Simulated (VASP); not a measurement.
Given:

```
CELL_PARAMETERS angstrom
      1.59619    -2.76469     0.00000
      1.59619     2.76469     0.00000
      0.00000     0.00000    12.43792
ATOMIC_POSITIONS crystal
  Mo 0.33333 0.66667 0.25000
  Mo 0.66667 0.33333 0.75000
  S  0.33333 0.66667 0.87696
  S  0.66667 0.33333 0.37696
  S  0.66667 0.33333 0.12304
  S  0.33333 0.66667 0.62304
```

All values below come from PBE GGA with D3 dispersion (zero damping), VASP's PBE PAW potentials (set 64) (plane waves; VASP). Run with 520 eV cut-off, 8×8×2 Γ-centred mesh, Gaussian smearing of 0.050 eV, potentials Mo_sv S.

### Question
The ions and cell shape at fixed volume are relaxed. Predict the relaxed structure.

### Answer

```
CELL_PARAMETERS angstrom
      1.58582    -2.74672     0.00000
      1.58582     2.74672     0.00000
      0.00000     0.00000    12.60120
ATOMIC_POSITIONS crystal
  Mo 0.33333 0.66667 0.25000
  Mo 0.66667 0.33333 0.75000
  S  0.33333 0.66667 0.87400
  S  0.66667 0.33333 0.37400
  S  0.66667 0.33333 0.12600
  S  0.33333 0.66667 0.62600
```
Space group P6_3/mmc (194), at a tolerance of 0.03 Å.

### Question
How much energy does the relaxation gain?

### Answer
The energy (σ→0) changes by -5.2 meV/atom, in 5 ionic steps.

The compound is MoS2 in the 2H layered structure. This cell is one point of a volume scan, at 1.03 of the reference volume. Symmetry was kept, so distortions that lower it aren't found.
